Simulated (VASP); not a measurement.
These are revPBE GGA, VASP's PBE PAW potentials (set 64) (plane waves; VASP) values and carry that method's errors.

The input files of a VASP run:

### INCAR
```
# general
SYSTEM  = Tl
PREC    = Accurate
ENCUT   = 520
LREAL   = .FALSE.
LASPH   = .TRUE.

# electronic loop
EDIFF   = 1E-7
NELM    = 100
ALGO    = Normal
LMAXMIX = 4

# smearing
ISMEAR  = 1
SIGMA   = 0.1

# functional
GGA     = RE

# ions
IBRION  = 2
NSW     = 30
ISIF    = 4
EDIFFG  = -0.01

# output
LWAVE   = .FALSE.
LCHARG  = .FALSE.
```

**POSCAR**
```
Tl
1.0
  1.7769400276  -3.0777505253   0.0000000000
  1.7769400276   3.0777505253   0.0000000000
  0.0000000000   0.0000000000   5.6513444098
Tl
2
direct
  0.3333330000   0.6666670000   0.2500000000
  0.6666670000   0.3333330000   0.7500000000
```

File KPOINTS:
```
Automatic mesh
0
Gamma
12 12 7
0 0 0
```

POTCAR, in this order: Tl_d (PBE.64 set). Program: vasp_std.

What VASP printed:

**OSZICAR**
```
       N       E                     dE             d eps       ncg     rms          rms(c)
DAV:   1     0.125752738694E+03    0.12575E+03   -0.14335E+04  2600   0.143E+03
DAV:   2    -0.161582548596E+01   -0.12737E+03   -0.12589E+03  2753   0.291E+02
DAV:   3    -0.379617126613E+01   -0.21803E+01   -0.21639E+01  3004   0.336E+01
DAV:   4    -0.381141204255E+01   -0.15241E-01   -0.15239E-01  2922   0.274E+00
DAV:   5    -0.381157334885E+01   -0.16131E-03   -0.16131E-03  2934   0.296E-01    0.249E+00
DAV:   6    -0.378434396041E+01    0.27229E-01   -0.55251E-02  2731   0.196E+00    0.177E+00
DAV:   7    -0.378031005876E+01    0.40339E-02   -0.28742E-02  2678   0.142E+00    0.555E-01
DAV:   8    -0.378002475954E+01    0.28530E-03   -0.25877E-03  2666   0.407E-01    0.309E-02
DAV:   9    -0.378004089977E+01   -0.16140E-04   -0.23428E-05  3009   0.455E-02    0.132E-02
DAV:  10    -0.378004989104E+01   -0.89913E-05   -0.10105E-05  2707   0.280E-02    0.178E-03
DAV:  11    -0.378005020769E+01   -0.31665E-06   -0.38670E-07  2382   0.465E-03    0.852E-04
DAV:  12    -0.378005024598E+01   -0.38292E-07   -0.47741E-08  1413   0.185E-03
   1 F= -.37800502E+01 E0= -.37801615E+01  d E =-.378005E+01
       N       E                     dE             d eps       ncg     rms          rms(c)
DAV:   1    -0.380174001122E+01   -0.21690E-01   -0.81904E-01  2641   0.704E+00    0.594E-01
DAV:   2    -0.378994384085E+01    0.11796E-01   -0.72000E-03  2644   0.939E-01    0.361E-01
DAV:   3    -0.378376490533E+01    0.61789E-02   -0.11315E-02  2676   0.110E+00    0.406E-02
DAV:   4    -0.378379345206E+01   -0.28547E-04   -0.61580E-04  2651   0.237E-01    0.212E-02
DAV:   5    -0.378379511671E+01   -0.16647E-05   -0.66575E-06  3272   0.261E-02    0.367E-03
DAV:   6    -0.378379451171E+01    0.60500E-06   -0.11143E-06  2688   0.119E-02    0.417E-04
DAV:   7    -0.378379451151E+01    0.19963E-09   -0.57622E-08  1426   0.195E-03
   2 F= -.37837945E+01 E0= -.37839024E+01  d E =-.374427E-02
       N       E                     dE             d eps       ncg     rms          rms(c)
DAV:   1    -0.394514534636E+01   -0.16135E+00   -0.74238E+00  2648   0.212E+01    0.178E+00
DAV:   2    -0.384273505852E+01    0.10241E+00   -0.62219E-02  2654   0.254E+00    0.109E+00
DAV:   3    -0.378712528168E+01    0.55610E-01   -0.98578E-02  2679   0.314E+00    0.119E-01
DAV:   4    -0.378738666567E+01   -0.26138E-03   -0.50130E-03  2663   0.658E-01    0.679E-02
DAV:   5    -0.378740780273E+01   -0.21137E-04   -0.46540E-05  3134   0.605E-02    0.216E-02
DAV:   6    -0.378740718895E+01    0.61378E-06   -0.75939E-06  2730   0.264E-02    0.191E-03
DAV:   7    -0.378740725399E+01   -0.65040E-07   -0.23974E-07  2248   0.487E-03
   3 F= -.37874073E+01 E0= -.37875886E+01  d E =-.735701E-02
       N       E                     dE             d eps       ncg     rms          rms(c)
DAV:   1    -0.379958641937E+01   -0.12179E-01   -0.54370E-01  2622   0.574E+00    0.482E-01
DAV:   2    -0.379198059601E+01    0.76058E-02   -0.46267E-03  2637   0.757E-01    0.295E-01
DAV:   3    -0.378783022073E+01    0.41504E-02   -0.76963E-03  2702   0.921E-01    0.338E-02
DAV:   4    -0.378784760200E+01   -0.17381E-04   -0.42537E-04  2658   0.197E-01    0.197E-02
DAV:   5    -0.378785041700E+01   -0.28150E-05   -0.42920E-06  3002   0.197E-02    0.465E-03
DAV:   6    -0.378784949555E+01    0.92145E-06   -0.17494E-06  2702   0.151E-02    0.101E-03
DAV:   7    -0.378784952621E+01   -0.30657E-07   -0.10489E-07  1451   0.327E-03
   4 F= -.37878495E+01 E0= -.37879844E+01  d E =-.779928E-02
```

OUTCAR:
```
------------------------ aborting loop because EDIFF is reached ----------------------------------------
  FORCE on cell =-STRESS in cart. coord.  units (eV):
  Direction    XX          YY          ZZ          XY          YZ          ZX
  --------------------------------------------------------------------------------------
  Total        0.6604473      0.6604474      0.6437802      0.0000000      0.0000000      0.0000000
  in kB       17.1183071     17.1183085     16.6863088      0.0000000      0.0000000      0.0000000
  external PRESSURE =      16.9743081 kB  Pullay stress =       0.0000000 kB
  volume of cell :       61.81
      direct lattice vectors                 reciprocal lattice vectors
     1.799941286 -3.117589889  0.000000000     0.277786839 -0.160380299 -0.000000000
     1.799941286  3.117589889  0.000000000     0.277786839  0.160380299 -0.000000000
     0.000000000 -0.000000000  5.507831391    -0.000000000  0.000000000  0.181559661
 POSITION                                       TOTAL-FORCE (eV/Angst)
 -----------------------------------------------------------------------------------
      1.79994      1.03920      1.37696         0.000000     -0.000000      0.000000
      1.79994     -1.03920      4.13087        -0.000000      0.000000      0.000000
 -----------------------------------------------------------------------------------
    total drift:                                0.000000      0.000475      0.000009
  FREE ENERGIE OF THE ION-ELECTRON SYSTEM (eV)
  ---------------------------------------------------
  free  energy   TOTEN  =        -3.7878495262 eV

  energy  without entropy=       -3.7882540416  energy(sigma->0) =       -3.78798436

 reached required accuracy - stopping structural energy minimisation
```
(Selected blocks of OUTCAR.)

File CONTCAR:
```
Tl
   1.00000000000000
     1.7999412860697099   -3.1175898889584372    0.0000000000000000
     1.7999412860697099    3.1175898889584372    0.0000000000000000
     0.0000000000000000   -0.0000000000000000    5.5078313909406393
  Tl
     2
Direct
     0.3333330000000032    0.6666669999999968    0.2500000000000000
     0.6666669999999968    0.3333330000000032    0.7500000000000000
```

File OUTCAR:
```
 val. band max:        5.9195957688   @ k =   0.2500   0.1667   0.4286

 cond. band min:       5.9525029800   @ k =   0.2500   0.2500   0.2857


 Fermi energy:         5.9198573974

 k-point     1 :       0.0000    0.0000    0.0000
  band No.  band energies     occupation
      1      -5.8058      2.00000
      2      -5.6195      2.00000
      3      -5.6195      2.00000
      4      -5.6027      2.00000
      5      -5.5762      2.00000
      6      -5.5762      2.00000
      7      -5.5709      2.00000
      8      -5.5709      2.00000
      9      -5.2486      2.00000
     10      -5.2486      2.00000
     11      -3.6378      2.00000
     12       1.1523      2.00000
     13       3.5167      2.00000
     14      12.8902      0.00000
     15      12.8902      0.00000
     16      14.9296      0.00000
     17      14.9296      0.00000

 k-point     2 :       0.0833    0.0000    0.0000
  band No.  band energies     occupation
      1      -5.7918      2.00000
      2      -5.6516      2.00000
      3      -5.5976      2.00000
      4      -5.5876      2.00000
      5      -5.5873      2.00000
      6      -5.5703      2.00000
      7      -5.5653      2.00000
      8      -5.5505      2.00000
      9      -5.2690      2.00000
     10      -5.2430      2.00000
     11      -3.5194      2.00000
     12       1.2251      2.00000
     13       3.6670      2.00000
     14      11.5727      0.00000
     15      12.3699      0.00000
     16      13.9648      0.00000
     17      15.2438      0.00000

 k-point     3 :       0.1667    0.0000    0.0000
  band No.  band energies     occupation
      1      -5.7818      2.00000
      2      -5.6684      2.00000
      3      -5.6218      2.00000
      4      -5.6159      2.00000
      5      -5.5684      2.00000
      6      -5.5376      2.00000
      7      -5.5105      2.00000
      8      -5.4936      2.00000
      9      -5.3197      2.00000
     10      -5.2298      2.00000
     11      -3.1603      2.00000
...
```

Unless said otherwise, spin-orbit coupling is left out, though it shifts the bands of the heavy elements here.

The compound is Tl in the hcp structure. This cell is one point of a volume scan, at 0.94 of the reference volume. Symmetry was kept, so distortions that lower it aren't found.
